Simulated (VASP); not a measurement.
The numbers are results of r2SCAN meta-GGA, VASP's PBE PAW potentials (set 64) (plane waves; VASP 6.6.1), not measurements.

The input files of a VASP run:

### INCAR
```
PREC=Accurate
NELM=100
ALGO=Normal
LCHARG=.FALSE.
LORBIT=11
LASPH=.TRUE.   # aspherical one-centre terms
METAGGA=R2SCAN
LMIXTAU=.TRUE.
ENCUT=400
LMAXMIX=6
LWAVE=.FALSE.
ISMEAR=-5   # tetrahedra, Bloechl
EDIFF=1E-7
SYSTEM=W
NEDOS=601   # DOS grid
LREAL=.FALSE.
ISIF=2
```

POSCAR:
```
W
1.0
  0.0000000000   2.0109726133   2.0109726133
  2.0109726133   0.0000000000   2.0109726133
  2.0109726133   2.0109726133   0.0000000000
W
1
direct
  0.0000000000   0.0000000000   0.0000000000
```

File KPOINTS_OPT:
```
k-points along high-symmetry lines
10
Line-mode
Reciprocal
  0.000000   0.000000   0.000000 ! GAMMA
  0.500000   0.000000   0.500000 ! X

  0.500000   0.000000   0.500000 ! X
  0.625000   0.250000   0.625000 ! U

  0.375000   0.375000   0.750000 ! K
  0.000000   0.000000   0.000000 ! GAMMA

  0.000000   0.000000   0.000000 ! GAMMA
  0.500000   0.500000   0.500000 ! L

  0.500000   0.500000   0.500000 ! L
  0.500000   0.250000   0.750000 ! W

  0.500000   0.250000   0.750000 ! W
  0.500000   0.000000   0.500000 ! X
```

File KPOINTS:
```
K-points
0
Gamma
 17 17 17
0 0 0
```

POTCAR, in this order: W_sv (PBE.64 set). Program: vasp_std.

What VASP printed:

File OSZICAR:
```
       N       E                     dE             d eps       ncg     rms          rms(c)
DAV:   1     0.262760773885E+02    0.26276E+02   -0.70605E+03  3673   0.125E+03
DAV:   2    -0.536599115008E+02   -0.79936E+02   -0.77555E+02  3951   0.303E+02
DAV:   3    -0.550981331119E+02   -0.14382E+01   -0.14213E+01  4113   0.411E+01
DAV:   4    -0.551062015603E+02   -0.80684E-02   -0.80699E-02  3882   0.324E+00
DAV:   5    -0.551062668838E+02   -0.65324E-04   -0.65313E-04  4083   0.301E-01    0.210E+01
DAV:   6    -0.503073607366E+02    0.47989E+01   -0.22787E+00  3738   0.220E+01    0.413E+00
DAV:   7    -0.509271191610E+02   -0.61976E+00   -0.16449E-01  3639   0.495E+00    0.258E+00
DAV:   8    -0.505320052340E+02    0.39511E+00   -0.38056E-01  3705   0.824E+00    0.255E+00
DAV:   9    -0.507645593540E+02   -0.23255E+00   -0.10102E-01  4008   0.289E+00    0.132E+00
DAV:  10    -0.507929273324E+02   -0.28368E-01   -0.80848E-03  3684   0.115E+00    0.670E-01
DAV:  11    -0.507962138623E+02   -0.32865E-02   -0.29975E-03  3831   0.731E-01    0.695E-02
DAV:  12    -0.507960902704E+02    0.12359E-03   -0.23266E-04  3708   0.201E-01    0.442E-02
DAV:  13    -0.507961901025E+02   -0.99832E-04   -0.73175E-05  3684   0.114E-01    0.229E-02
DAV:  14    -0.507961738156E+02    0.16287E-04   -0.10222E-05  3813   0.397E-02    0.165E-02
DAV:  15    -0.507961800748E+02   -0.62592E-05   -0.41832E-06  3894   0.289E-02    0.624E-03
DAV:  16    -0.507961797369E+02    0.33787E-06   -0.15155E-06  3756   0.131E-02    0.353E-03
DAV:  17    -0.507961812058E+02   -0.14689E-05   -0.14017E-07  2980   0.527E-03    0.937E-04
DAV:  18    -0.507961811504E+02    0.55439E-07   -0.11638E-08  1848   0.159E-03
   1 F= -.50796181E+02 E0= -.50796181E+02  d E =0.000000E+00
       N       E                     dE             ncg
```

OUTCAR:
```
------------------------ aborting loop because EDIFF is reached ----------------------------------------
  FORCE on cell =-STRESS in cart. coord.  units (eV):
  Direction    XX          YY          ZZ          XY          YZ          ZX
  --------------------------------------------------------------------------------------
  Total        0.0180375      0.0180375      0.0180375      0.0000000      0.0000000     -0.0000000
  in kB        1.7768006      1.7768006      1.7768006      0.0000000      0.0000000     -0.0000000
  external PRESSURE =       1.7768006 kB  Pullay stress =       0.0000000 kB
  volume of cell :       16.26
      direct lattice vectors                 reciprocal lattice vectors
     0.000000000  2.010972613  2.010972613    -0.248635907  0.248635907  0.248635907
     2.010972613  0.000000000  2.010972613     0.248635907 -0.248635907  0.248635907
     2.010972613  2.010972613  0.000000000     0.248635907  0.248635907 -0.248635907
 POSITION                                       TOTAL-FORCE (eV/Angst)
 -----------------------------------------------------------------------------------
      0.00000      0.00000      0.00000         0.000000      0.000000      0.000000
 -----------------------------------------------------------------------------------
    total drift:                               -0.000000     -0.000000     -0.000000
  FREE ENERGIE OF THE ION-ELECTRON SYSTEM (eV)
  ---------------------------------------------------
  free  energy   TOTEN  =       -50.7961811504 eV

  energy  without entropy=      -50.7961811504  energy(sigma->0) =      -50.79618115

 total charge

# of ion       s       p       d       tot
------------------------------------------
    1        2.401   6.329   3.292  12.022
```
(Selected blocks of OUTCAR.)

**OUTCAR**
```
 val. band max:       10.5262810552   @ k =  -0.3529   0.4706   0.1176

 cond. band min:      10.4390744161   @ k =   0.2941   0.0588   0.0000


 Fermi energy:        10.4620932560

 k-point     1 :       0.0000    0.0000    0.0000
  band No.  band energies     occupation
      1     -65.1378      2.00000
      2     -28.0597      2.00000
      3     -28.0597      2.00000
      4     -28.0597      2.00000
      5       0.9344      2.00000
      6       9.8627      2.00000
      7       9.8627      2.00000
      8       9.8627      2.00000
      9      13.2931      0.00000
     10      13.2931      0.00000
     11      23.8396      0.00000

 k-point     2 :       0.0588    0.0000    0.0000
  band No.  band energies     occupation
      1     -65.1336      2.00000
      2     -28.1054      2.00000
      3     -28.0654      2.00000
      4     -28.0654      2.00000
      5       1.0953      2.00000
      6       9.7330      2.00000
      7       9.9382      2.00000
      8       9.9382      2.00000
      9      13.2228      0.00000
     10      13.2228      0.00000
     11      24.1663      0.00000

 k-point     3 :       0.1176    0.0000    0.0000
  band No.  band energies     occupation
      1     -65.1216      2.00000
      2     -28.2348      2.00000
      3     -28.0819      2.00000
      4     -28.0819      2.00000
      5       1.5584      2.00000
      6       9.4041      2.00000
      7      10.1325      2.00000
      8      10.1325      2.00000
      9      13.0689      0.00000
     10      13.0689      0.00000
     11      25.0269      0.00000

 k-point     4 :       0.1765    0.0000    0.0000
  band No.  band energies     occupation
      1     -65.1033      2.00000
      2     -28.4273      2.00000
      3     -28.1066      2.00000
      4     -28.1066      2.00000
      5       2.2602      2.00000
      6       9.0215      2.00000
      7      10.3355      2.00000
      8      10.3355      2.28674
      9      12.9975      0.00000
...
```

For a metal the tetrahedron method with Blöchl corrections gives inexact stress and forces. Unless said otherwise, spin-orbit coupling is left out, though it shifts the bands of the heavy elements here.

The structure was generated: W was put into the fcc type (Fm-3m), which need not be its known phase. It was relaxed first.
